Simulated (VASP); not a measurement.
## CsC under changes of volume

One of the cells (28.503 Å³/atom); the others are scaled copies at fixed shape and fractional positions:

```
Cs C
1.0
     3.84862    0.00000    0.00000
     0.00000    3.84862    0.00000
     0.00000    0.00000    3.84862
Cs C
1 1
Direct
  0.00000 0.00000 0.00000
  0.50000 0.50000 0.50000
```

The cell was built by a generator and needn't be a form met in nature.

* Program: VASP 6.6.1
* Functional: PBE
* Potentials or basis: VASP PAW PBE potentials, release 64 (Cs_sv, C)
* Cutoff: 520 eV
* k mesh: 7 × 7 × 7
* Occupations: fermi-dirac, width 0.05 eV
* Spin: no spin polarisation

```tsv
volume (Å³/atom)	energy over the lowest point (meV/atom)	pressure (GPa)
26.267	?	?
26.826	1.82	0.8
27.385	0.00	0.4
28.503	0.15	-0.3
29.062	1.81	-0.6
29.620	4.36	-0.8
```

Task: What does the run at 26.267 Å³/atom give?

Result: Energy over the lowest point 5.16 meV/atom; pressure 1.2 GPa.

Worked out: A Birch-Murnaghan fit of order 3 (a polynomial in V^(-2/3)) to the other rows has its minimum at 27.90 Å³/atom with B0 = V·E''(V) = 16.7 GPa and B' = 5.5. It gives 5.14 meV/atom at 26.267 Å³/atom, against the run's 5.16, and -dE/dV = 1.2 GPa, against 1.2.

Energies are extrapolated to zero smearing.
